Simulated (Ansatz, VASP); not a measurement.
## Sr3Be4 in VASP and in Ansatz

INCAR

```
SYSTEM = Sr3Be4
PREC     = Accurate       ! precision mode
ENCUT    = 600            ! plane-wave cutoff, eV
EDIFF    = 1E-6           ! SCF threshold, eV
ISMEAR   = 0              ! smearing method
SIGMA    = 0.1            ! smearing width, eV
LREAL    = .FALSE.        ! projectors in reciprocal space
LASPH    = .TRUE.         ! aspherical terms in the spheres
NELM     = 100            ! most SCF steps
ALGO     = Normal         ! electronic algorithm
ISIF     = 3              ! what is computed and relaxed
LWAVE    = .FALSE.        ! write WAVECAR
LCHARG   = .FALSE.        ! write CHGCAR
GGA      = PE             ! functional
IBRION   = 2              ! ionic algorithm
NSW      = 100            ! ionic steps
EDIFFG   = -0.01          ! ionic threshold
```

Contents of KPOINTS:

```
regular mesh
0
G
  6 6 6
  0 0 0
```

POSCAR

```
Sr3Be4
1.0
    6.3105068660      0.0000000000      0.0000000000
    0.0000000000      6.3105068660      0.0000000000
    0.0000000000      0.0000000000      6.3105068660
Sr Be
3 4
Direct
    0.0000000000      0.5000000000      0.5000000000
    0.5000000000      0.0000000000      0.5000000000
    0.5000000000      0.5000000000      0.0000000000
    0.5000000000      0.0000000000      0.0000000000
    0.0000000000      0.5000000000      0.0000000000
    0.0000000000      0.0000000000      0.5000000000
    0.5000000000      0.5000000000      0.5000000000
```

Input for Ansatz:

```yaml
crystal:
  lattice:
    - [6.310506866, 0.0, 0.0]
    - [0.0, 6.310506866, 0.0]
    - [0.0, 0.0, 6.310506866]
  atoms:
    - { symbol: Sr, position: [0.0, 0.5, 0.5] }
    - { symbol: Sr, position: [0.5, 0.0, 0.5] }
    - { symbol: Sr, position: [0.5, 0.5, 0.0] }
    - { symbol: Be, position: [0.5, 0.0, 0.0] }
    - { symbol: Be, position: [0.0, 0.5, 0.0] }
    - { symbol: Be, position: [0.0, 0.0, 0.5] }
    - { symbol: Be, position: [0.5, 0.5, 0.5] }
basis:
  ecutwfc: 420
kpoints:
  mp_grid: { grid: [6, 6, 6] }
hamiltonian:
  xc: pbe
scf:
  occupations: { method: gaussian, width: 0.1 }
output:
  forces: true
  stress: true
  eigenvalues: true
  write_density: true
  write_potential: true
  elf: true
  volumetric_format: npy
relax:
  adjacent_minimum: "off"
  f_tol: 0.01
  max_steps: 80
  cell: { stress_tol: 0.05 }
```

Alike in both runs: task relaxation of cell and atoms; functional PBE; k mesh 6 × 6 × 6; occupations gaussian, width 0.1 eV; no spin polarisation.

```csv
,VASP,Ansatz
version,VASP 6.6.1,Ansatz 0.2.0
potentials or method,"VASP PAW PBE potentials, release 64 (Sr_sv, Be)","scalar-relativistic, plane waves, PAW"
plane-wave cutoff (eV),600,420
valence electrons in the cell,38,38
```

|  | VASP | Ansatz | Ansatz less VASP |
| --- | --- | --- | --- |
| gap on the k mesh at the Fermi level, each at its own relaxed structure (eV) | none | none | - |
| relaxed volume (Å³/atom) | 36.14 | 36.08 | -0.058 |
| relaxed cell length with the largest relative difference (Å) | 6.324 | 6.321 | -0.0034 |

A gap of «none» marks a metal or a gap that the smearing closes.
